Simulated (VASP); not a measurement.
# BaSc (Pm-3m) in VASP: a series of runs

Runs on BaSc. Level: PBE. Tasks: single point.

Program: VASP 6.6.1. These are calculated values, not measurements. Logs are shortened: lines on timing, memory, paths and dates and some standing lists are left out, and cuts for length are marked.

**1. The structure**

It takes space group Pm-3m (No. 221, cubic). The conventional cell has a = 4.271 Å, b = 4.271 Å, c = 4.271 Å, α = 90.00°, β = 90.00°, γ = 90.00°. Around Ba (site symmetry m-3m) lie 8 Sc at 3.70 Å. Sc (site symmetry m-3m) is surrounded by 8 Ba at 3.70 Å.

The cell comes from a database or a generator and needn't be the stable form of this composition.

**2. Single point, PBE**

Contents of INCAR:

```
PREC = Accurate ; ENCUT = 520
EDIFF = 1E-6 ; ISMEAR = -1
SIGMA = 0.15 ; LREAL = F
LASPH = T ; NELM = 100
ALGO = Fast ; ISIF = 2
LWAVE = F ; LCHARG = F
GGA = PE ; NBANDS = 18
```

Contents of KPOINTS:

```
regular mesh
0
Gamma
  10 10 10
```

Contents of POSCAR:

```
BaSc
1.0
    4.2712041250      0.0000000000      0.0000000000
    0.0000000000      4.2712041250      0.0000000000
    0.0000000000      0.0000000000      4.2712041250
Ba Sc
1 1
Direct
    0.5000000000      0.5000000000      0.5000000000
    0.0000000000      0.0000000000      0.0000000000
```

Potentials or basis: VASP PAW PBE potentials, release 64 (Ba_sv, Sc_sv).

On the command line:

```bash
$ cat potpaw_PBE.64/Ba_sv/POTCAR potpaw_PBE.64/Sc_sv/POTCAR > POTCAR
$ mpirun -np 1 vasp_std > vasp.out
```

OUTCAR:

```text
PREC = Accurate
   ENCUT = 520
   EDIFF = 1E-6
   ISMEAR = -1
   LREAL = F
   LASPH = T
   NELM = 100
   ISIF = 2
   GGA = PE

 ion  position               nearest neighbor table
   1  0.500  0.500  0.500-   2 3.70   2 3.70   2 3.70   2 3.70   2 3.70   2 3.70   2 3.70   2 3.70

   2  0.000  0.000  0.000-   1 3.70   1 3.70   1 3.70   1 3.70   1 3.70   1 3.70   1 3.70   1 3.70

  LATTYP: Found a simple cubic cell.
 ALAT       =     4.2712041250

  Lattice vectors:

 A1 = (   4.2712041250,   0.0000000000,   0.0000000000)
 A2 = (   0.0000000000,   4.2712041250,   0.0000000000)
 A3 = (   0.0000000000,   0.0000000000,   4.2712041250)

Analysis of symmetry for initial positions (statically):
=====================================================================
 Subroutine PRICEL returns:
 Original cell was already a primitive cell.

 Routine SETGRP: Setting up the symmetry group for a
 simple cubic supercell.

 Subroutine GETGRP returns: Found 48 space group operations
 (whereof 48 operations were pure point group operations)
 out of a pool of 48 trial point group operations.

The static configuration has the point symmetry O_h .

Analysis of symmetry for dynamics (positions and initial velocities):
=====================================================================
 Subroutine PRICEL returns:
 Original cell was already a primitive cell.

 Routine SETGRP: Setting up the symmetry group for a
 simple cubic supercell.

 Subroutine GETGRP returns: Found 48 space group operations
 (whereof 48 operations were pure point group operations)
 out of a pool of 48 trial point group operations.

The dynamic configuration has the point symmetry O_h .

 Subroutine INISYM returns: Found 48 space group operations
 (whereof 48 operations are pure point group operations),
 and found     1 'primitive' translations

----------------------------------------------------------------------------------------

                                     Primitive cell

  volume of cell :      77.9204

  direct lattice vectors                    reciprocal lattice vectors
     4.271204125  0.000000000  0.000000000     0.234126015  0.000000000  0.000000000
     0.000000000  4.271204125  0.000000000     0.000000000  0.234126015  0.000000000
     0.000000000  0.000000000  4.271204125     0.000000000  0.000000000  0.234126015

  length of vectors
     4.271204125  4.271204125  4.271204125     0.234126015  0.234126015  0.234126015

  position of ions in fractional coordinates (direct lattice)
     0.500000000  0.500000000  0.500000000
     0.000000000  0.000000000  0.000000000

  ion indices of the primitive-cell ions
   primitive index   ion index
                 1           1
                 2           2

----------------------------------------------------------------------------------------

 KPOINTS: regular mesh

Automatic generation of k-mesh.
 Grid dimensions read from file:
 generate k-points for:   10   10   10

 Generating k-lattice:

  Cartesian coordinates                     Fractional coordinates (reciprocal lattice)
     0.023412601  0.000000000  0.000000000     0.100000000  0.000000000  0.000000000
     0.000000000  0.023412601  0.000000000     0.000000000  0.100000000  0.000000000
     0.000000000  0.000000000  0.023412601     0.000000000  0.000000000  0.100000000

  Length of vectors
     0.023412601  0.023412601  0.023412601

  Shift w.r.t. Gamma in fractional coordinates (k-lattice)
     0.000000000  0.000000000  0.000000000

 Subroutine IBZKPT returns following result:
 ===========================================

 Found     56 irreducible k-points:

 Following reciprocal coordinates:
            Coordinates               Weight
  0.000000  0.000000  0.000000      1.000000
  0.100000  0.000000  0.000000      6.000000
  0.200000  0.000000  0.000000      6.000000
  0.300000  0.000000  0.000000      6.000000
  0.400000  0.000000  0.000000      6.000000
  0.500000  0.000000  0.000000      3.000000
[... 16 lines left out ...]
  0.200000  0.100000  0.100000     24.000000
  0.300000  0.100000  0.100000     24.000000
 [... further k-points ...]
   k-points           NKPTS =     56   k-points in BZ     NKDIM =     56   number of bands    NBANDS=     18
   number of dos      NEDOS =    301   number of ions     NIONS =      2
   total plane-waves  NPLWV =  32768
   dimension x,y,z NGX =    32 NGY =   32 NGZ =   32
   dimension x,y,z NGXF=    64 NGYF=   64 NGZF=   64
   ions per type =               1   1
   NGX,Y,Z   is equivalent  to a cutoff of  12.46, 12.46, 12.46 a.u.
   NGXF,Y,Z  is equivalent  to a cutoff of  24.91, 24.91, 24.91 a.u.
 SYSTEM =  unknown system
   PREC   = accura    normal or accurate (medium, high low for compatibility)
   ISTART =      0    job   : 0-new  1-cont  2-samecut
   ICHARG =      2    charge: 1-file 2-atom 10-const
   ISPIN  =      1    spin polarized calculation?
   LNONCOLLINEAR =      F non collinear calculations
   LSORBIT =      F    spin-orbit coupling
   LASPH  =      T    aspherical Exc in radial PAW
   ENCUT  =  520.0 eV  38.22 Ry    6.18 a.u.   7.94  7.94  7.94*2*pi/ulx,y,z
   NELM   =    100;   NELMIN=  2; NELMDL= -5     # of ELM steps
   EDIFF  = 0.1E-05   stopping-criterion for ELM
   LREAL  =      F    real-space projection
   EDIFFG = 0.1E-04   stopping-criterion for IOM
   NSW    =      0    number of steps for IOM
   IBRION =     -1    ionic relax: 0-MD 1-quasi-New 2-CG
   NFREE  =      0    steps in history (QN), initial steepest desc. (CG)
   ISIF   =      2    stress and relaxation
   ISYM   =      2    0-nonsym 1-usesym 2-fastsym
   POTIM  = 0.5000    time-step for ionic-motion
   TEBEG  =    0.0;   TEEND  =   0.0 temperature during run
   PSTRESS=    0.0 pullay stress
   NELECT =      21.0000    total number of electrons
   NUPDOWN=      -1.0000    fix difference up-down
   EMIN   =  10.00;   EMAX   =-10.00  energy-range for DOS
   EFERMI =   0.00;   METHOD = LEGACY
   ISMEAR =    -1;   SIGMA  =   0.15  broadening in eV -4-tet -1-fermi 0-gaus
   EFERMI_NEDOS =   21; number of points for ismear=-14 and -15
   IALGO  =     68    algorithm
   IMIX   =      4    mixing-type and parameters
     AMIX     =   0.40;   BMIX     =  1.00
     AMIX_MAG =   1.60;   BMIX_MAG =  1.00
  volume/ion in A,a.u.               =      38.96       262.92
  Fermi-wavevector in a.u.,A,eV,Ry     =   1.057461  1.998311 15.214352  1.118223
  Thomas-Fermi vector in A             =   2.192734
   LORBIT       =      0    0 simple, 1 ext, 2 COOP (PROOUT), +10 PAW based schemes
   GGA     = PE    functional components
   LHFCALC =     F    Hartree Fock is set to
   AEXX    =    0.0000 exact exchange contribution
   IVDW    =     0    specifies the selected vdW correction
   LEPSILON=     F    determine dielectric tensor
   LRPA    =     F    only Hartree local field effects (RPA)
 non-spin polarized calculation
 RMM-DIIS sequential band-by-band and
  energy-cutoff  :      520.00
  volume of cell :       77.92
 maximum number of plane-waves:      2176
 NGX is ok and might be reduce to    32
   NGX = 15   NGY = 15   NGZ = 15

 number of electron      21.0000007 magnetization

 Free energy of the ion-electron system (eV)
  ---------------------------------------------------
  ext. energy  EPLUGINS =         0.00000000
  ---------------------------------------------------
  free energy    TOTEN  =        -7.37095911 eV

  energy without entropy =       -7.08295337  energy(sigma->0) =       -7.22695624

 E-fermi :   2.5519     XC(G=0):  -8.6506

 val. band max:        2.5442058164   @ k =   0.4000   0.1000   0.0000
 cond. band min:       2.5567146986   @ k =   0.4000   0.3000   0.2000
 fundamental gap:      0.0125088821
 Fermi energy:         2.5519093465

 k-point     1 :       0.0000    0.0000    0.0000
  band No.  band energies     occupation
      1     -47.8682      2.00000
      2     -26.4738      2.00000
      3     -26.4738      2.00000
      4     -26.4738      2.00000
      5     -25.2491      2.00000
      6     -10.3450      2.00000
[... 10 lines left out ...]
     17       7.7242      0.00000
     18       7.7355      0.00000

 k-point     2 :       0.1000    0.0000    0.0000
  band No.  band energies     occupation
      1     -47.8682      2.00000
      2     -26.4754      2.00000
      3     -26.4737      2.00000
      4     -26.4737      2.00000
      5     -25.2458      2.00000
      6     -10.3914      2.00000
[... 10 lines left out ...]
     17       6.8922      0.00000
     18       6.9011      0.00000

 k-point     3 :       0.2000    0.0000    0.0000
  band No.  band energies     occupation
      1     -47.8681      2.00000
      2     -26.4798      2.00000
      3     -26.4734      2.00000
      4     -26.4734      2.00000
      5     -25.2373      2.00000
      6     -10.5092      2.00000
[... 10 lines left out ...]
     17       6.0772      0.00000
     18       6.0777      0.00000

 k-point     4 :       0.3000    0.0000    0.0000
  band No.  band energies     occupation
      1     -47.8679      2.00000
      2     -26.4850      2.00000
      3     -26.4731      2.00000
      4     -26.4731      2.00000
      5     -25.2267      2.00000
      6     -10.6485      2.00000
[... 375 lines left out ...]
      4     -26.4747      2.00000
      5     -25.2397      2.00000
      6     -10.3939      2.00000
[... 10 lines left out ...]
     17       5.8172      0.00000
     18       6.8097      0.00000

 k-point    23 :       0.2000    0.1000    0.1000
  band No.  band energies     occupation
      1     -47.8680      2.00000
      2     -26.4795      2.00000
      3     -26.4748      2.00000
      4     -26.4744      2.00000
      5     -25.2319      2.00000
      6     -10.4999      2.00000
[... 10 lines left out ...]
     17       5.5129      0.00000
     18       5.9916      0.00000

 k-point    24 :       0.3000    0.1000    0.1000
  band No.  band energies     occupation
      1     -47.8679      2.00000
      2     -26.4843      2.00000
      3     -26.4744      2.00000
      4     -26.4741      2.00000
      5     -25.2222      2.00000
      6     -10.6357      2.00000
[... 10 lines left out ...]
     17       5.3753      0.00000
     18       5.5357      0.00000

 [... further k-points ...]

------------------------ aborting loop because EDIFF is reached ----------------------------------------

  FORCE on cell =-STRESS in cart. coord.  units (eV):
  Direction    XX          YY          ZZ          XY          YZ          ZX
  --------------------------------------------------------------------------------------
  -------------------------------------------------------------------------------------
  Total        0.1092675      0.1092675      0.1092675      0.0000000     -0.0000000     -0.0000000
  in kB        2.2467282      2.2467282      2.2467282      0.0000000     -0.0000000     -0.0000000
  external PRESSURE =       2.2467282 kB  Pullay stress =       0.0000000 kB

 VOLUME and BASIS-vectors are now :
 -----------------------------------------------------------------------------
  energy-cutoff  :      520.00
  volume of cell :       77.92
      direct lattice vectors                 reciprocal lattice vectors
     4.271204125  0.000000000  0.000000000     0.234126015  0.000000000  0.000000000
     0.000000000  4.271204125  0.000000000     0.000000000  0.234126015  0.000000000
     0.000000000  0.000000000  4.271204125     0.000000000  0.000000000  0.234126015

 POSITION                                       TOTAL-FORCE (eV/Angst)
 -----------------------------------------------------------------------------------
      2.13560      2.13560      2.13560         0.000000      0.000000      0.000000
      0.00000      0.00000      0.00000         0.000000      0.000000      0.000000
 -----------------------------------------------------------------------------------
    total drift:                                0.000000      0.000000     -0.000000

  FREE ENERGIE OF THE ION-ELECTRON SYSTEM (eV)
  ---------------------------------------------------
  free  energy   TOTEN  =        -7.3709591082 eV

  energy  without entropy=       -7.0829533743  energy(sigma->0) =       -7.22695624
```

It took 73 s on 1 thread of AMD EPYC 9R14 (Zen 4), shared host; peak memory 0.2 GiB.

Results:

* Free energy: -7.3710 eV
* Pressure: 0.2 GPa
* Band gap on the k mesh: none (metal or under the smearing width)

[end of part 1 of 2]
